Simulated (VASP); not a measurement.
Computed with PBEsol GGA, VASP's PBE PAW potentials (set 64) (plane waves; VASP 6.6.1).

The input files of a VASP run:

**KPOINTS**
```
Automatic mesh
0
Gamma
5 5 5
0 0 0
```

File POSCAR:
```
CdZn3Se4
1
    5.7456024909     0.0000000000     0.0000000000
    0.0000000000     5.7456024909     0.0000000000
    0.0000000000     0.0000000000     5.7456024909
Zn Se Cd
3 4 1
Direct
  0.0000000000   0.0000000000   0.0000000000
  0.5000000000   0.5000000000   0.0000000000
  0.5000000000   0.0000000000   0.5000000000
  0.2614180100   0.2385819900   0.2385819900
  0.7385819900   0.7614180100   0.2385819900
  0.7385819900   0.2385819900   0.7614180100
  0.2614180100   0.7614180100   0.7614180100
  0.0000000000   0.5000000000   0.5000000000
```

### INCAR
```
SYSTEM = CdZn3Se4
PREC = Accurate
ENCUT = 400
EDIFF = 1E-7
NELM = 100
ALGO = Normal
LREAL = .FALSE.
LASPH = .TRUE.
ISMEAR = -5
GGA = PS
LMAXMIX = 4
LWAVE = .FALSE.
LCHARG = .TRUE.
LORBIT = 11
NEDOS = 601
ISIF = 2
LEFG = .TRUE.
```

POTCAR, in this order: Zn Se Cd (PBE.64 set). Program: vasp_std.

What VASP printed:

### OSZICAR
```
       N       E                     dE             d eps       ncg     rms          rms(c)
DAV:   1     0.521547659245E+03    0.52155E+03   -0.28568E+04   860   0.152E+03
DAV:   2     0.332118040562E+02   -0.48834E+03   -0.47529E+03   871   0.380E+02
DAV:   3    -0.256754607283E+02   -0.58887E+02   -0.58352E+02   965   0.132E+02
DAV:   4    -0.276780436537E+02   -0.20026E+01   -0.19971E+01   989   0.237E+01
DAV:   5    -0.276979997414E+02   -0.19956E-01   -0.19941E-01  1002   0.243E+00    0.109E+01
DAV:   6    -0.264059932344E+02    0.12920E+01   -0.33068E+00  1100   0.361E+01    0.814E+00
DAV:   7    -0.264139932324E+02   -0.80000E-02   -0.25493E+00   947   0.767E+00    0.374E+00
DAV:   8    -0.263950161342E+02    0.18977E-01   -0.14582E-01  1036   0.374E+00    0.976E-01
DAV:   9    -0.263938511927E+02    0.11649E-02   -0.17037E-02  1084   0.143E+00    0.189E-01
DAV:  10    -0.263940236027E+02   -0.17241E-03   -0.12338E-03   916   0.241E-01    0.853E-02
DAV:  11    -0.263941332879E+02   -0.10969E-03   -0.12372E-04   945   0.100E-01    0.257E-02
DAV:  12    -0.263941502726E+02   -0.16985E-04   -0.39571E-05   929   0.671E-02    0.739E-03
DAV:  13    -0.263941506803E+02   -0.40768E-06   -0.45169E-06  1012   0.238E-02    0.250E-03
DAV:  14    -0.263941511716E+02   -0.49131E-06   -0.18002E-06   907   0.575E-03    0.138E-03
DAV:  15    -0.263941511097E+02    0.61906E-07   -0.15636E-07   652   0.345E-03
   1 F= -.26394151E+02 E0= -.26394151E+02  d E =0.000000E+00
```

OUTCAR:
```
------------------------ aborting loop because EDIFF is reached ----------------------------------------
  FORCE on cell =-STRESS in cart. coord.  units (eV):
  Direction    XX          YY          ZZ          XY          YZ          ZX
  --------------------------------------------------------------------------------------
  Total       -0.0204853     -0.0204853     -0.0204853      0.0000000     -0.0000000      0.0000000
  in kB       -0.1730399     -0.1730399     -0.1730399      0.0000000     -0.0000000      0.0000000
  external PRESSURE =      -0.1730399 kB  Pullay stress =       0.0000000 kB
  volume of cell :      189.67
      direct lattice vectors                 reciprocal lattice vectors
     5.745602491  0.000000000  0.000000000     0.174046151  0.000000000  0.000000000
     0.000000000  5.745602491  0.000000000     0.000000000  0.174046151  0.000000000
     0.000000000  0.000000000  5.745602491     0.000000000  0.000000000  0.174046151
 POSITION                                       TOTAL-FORCE (eV/Angst)
 -----------------------------------------------------------------------------------
      0.00000      0.00000      0.00000         0.000000      0.000000      0.000000
      2.87280      2.87280      0.00000        -0.000000      0.000000      0.000000
      2.87280      0.00000      2.87280         0.000000     -0.000000      0.000000
      1.50200      1.37080      1.37080         0.002345     -0.002345     -0.002345
      4.24360      4.37481      1.37080        -0.002345      0.002345     -0.002345
      4.24360      1.37080      4.37481        -0.002345     -0.002345      0.002345
      1.50200      4.37481      4.37481         0.002345      0.002345      0.002345
      0.00000      2.87280      2.87280        -0.000000      0.000000      0.000000
 -----------------------------------------------------------------------------------
    total drift:                               -0.000000     -0.000000     -0.000000
  FREE ENERGIE OF THE ION-ELECTRON SYSTEM (eV)
  ---------------------------------------------------
  free  energy   TOTEN  =       -26.3941511097 eV

  energy  without entropy=      -26.3941511097  energy(sigma->0) =      -26.39415111

 total charge

# of ion       s       p       d       tot
------------------------------------------
    1        0.537   0.448   9.784  10.770
    2        0.537   0.448   9.784  10.770
    3        0.537   0.448   9.784  10.770
    4        1.440   2.408   0.029   3.878
    5        1.440   2.408   0.029   3.878
    6        1.440   2.408   0.029   3.878
    7        1.440   2.408   0.029   3.878
    8        0.460   0.348   9.543  10.351
--------------------------------------------------
tot          7.832  11.325  39.014  58.172
```
(Selected blocks of OUTCAR.)

File OUTCAR:
```
 val. band max:        1.4201045450   @ k =   0.0000   0.0000   0.0000

 cond. band min:       2.4028528250   @ k =   0.0000   0.0000   0.0000


 Fermi energy:         1.4270210359

 k-point     1 :       0.0000    0.0000    0.0000
  band No.  band energies     occupation
      1     -11.7738      2.00000
      2     -10.8180      2.00000
      3     -10.8180      2.00000
      4     -10.8180      2.00000
      5      -6.2850      2.00000
      6      -6.2850      2.00000
      7      -6.2850      2.00000
      8      -6.2717      2.00000
      9      -6.2717      2.00000
     10      -5.1037      2.00000
     11      -5.0575      2.00000
     12      -5.0575      2.00000
     13      -5.0575      2.00000
     14      -4.9449      2.00000
     15      -4.9449      2.00000
     16      -4.9151      2.00000
     17      -4.9151      2.00000
     18      -4.9151      2.00000
     19      -4.7539      2.00000
     20      -4.7539      2.00000
     21      -4.7401      2.00000
     22      -4.6513      2.00000
     23      -4.6513      2.00000
     24      -4.6513      2.00000
     25      -3.4511      2.00000
     26      -3.4511      2.00000
     27      -2.9068      2.00000
     28      -0.7835      2.00000
     29      -0.7835      2.00000
     30      -0.7835      2.00000
     31      -0.7065      2.00000
     32      -0.7065      2.00000
     33      -0.7065      2.00000
     34       1.4201      2.00000
     35       1.4201      2.00000
     36       1.4201      2.00000
     37       2.4029      0.00000
     38       4.3114      0.00000
     39       4.3114      0.00000
     40       4.3114      0.00000
     41       4.5908      0.00000
     42       5.0272      0.00000
     43       5.0272      0.00000

 k-point     2 :       0.2000    0.0000    0.0000
  band No.  band energies     occupation
      1     -11.6959      2.00000
      2     -10.9175      2.00000
      3     -10.8173      2.00000
      4     -10.8173      2.00000
      5      -6.3275      2.00000
...
```

The structure was generated: CdZn3Se4 was put into an ordered model structure (P-43m), which need not be its known phase. It was relaxed first.
